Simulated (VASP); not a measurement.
Given:

```
CELL_PARAMETERS angstrom
      0.00000     3.46363     3.46363
      3.46363     0.00000     3.46363
      3.46363     3.46363     0.00000
ATOMIC_POSITIONS crystal
  Sr 0.00000 0.00000 0.00000
  Cl 0.25000 0.25000 0.25000
  Cl 0.75000 0.75000 0.75000
```

The numbers are results of r2SCAN meta-GGA, VASP's PBE PAW potentials (set 64) (plane waves; VASP), not measurements. Numerical set-up: 520 eV cut-off, 6×6×6 Γ-centred mesh, Gaussian smearing of 0.050 eV, potentials Sr_sv Cl.

Q: Give the stress tensor in GPa (positive for a compressed cell).

A: 
```
1.22  0.00  0.00
0.00  1.22  0.00
0.00  0.00  1.22
```
The pressure is its mean diagonal, 1.22 GPa.

The compound is SrCl2 in the fluorite structure. This cell is one point of a volume scan, at 0.97 of the reference volume.
